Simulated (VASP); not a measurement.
Here is the system:

```xyz
8
Lattice="6.2670 0.0000 0.0000 0.0000 3.4210 0.0000 0.0000 0.0000 6.3970" Properties=species:S:1:pos:R:3 pbc="T T T"
Au     6.2043     2.5658     1.1770
Au     0.0627     0.8552     5.2200
Au     3.1962     0.8552     4.3755
Au     3.0708     2.5658     2.0215
Ga     5.0449     2.5658     3.7742
Ga     1.2221     0.8552     2.6228
Ga     4.3556     0.8552     0.5757
Ga     1.9114     2.5658     5.8213
```

Level of theory: LDA (Ceperley-Alder, Perdew-Zunger), VASP's LDA PAW potentials (set 64) (plane waves; VASP). Numerical set-up: 300 eV cut-off, 3×5×3 Γ-centred mesh, Gaussian smearing of 0.10 eV, potentials Au Ga_d.

Unless said otherwise, spin-orbit coupling is left out, though it shifts the bands of the heavy elements here.

Problem. Estimate the energy per atom (σ→0), largest force, band gap (on the k-mesh) with the smallest direct gap where there is one.

Solution. 
The band gap (on the k-mesh) comes out as none (metal, semimetal or under 0.01 eV) and the energy per atom (σ→0) is -4.241 eV/atom. The largest force comes out as 0.738 eV/Å.

The absolute energy has meaning only against runs of the same code, potentials and settings.

The structure comes from a measured GaAu entry of the Crystallography Open Database, whose conditions weren't checked. The cell was not relaxed at this level. The k-mesh is coarse (spacing up to 0.37 per Å, 2π included), so the numbers may not be converged in it.
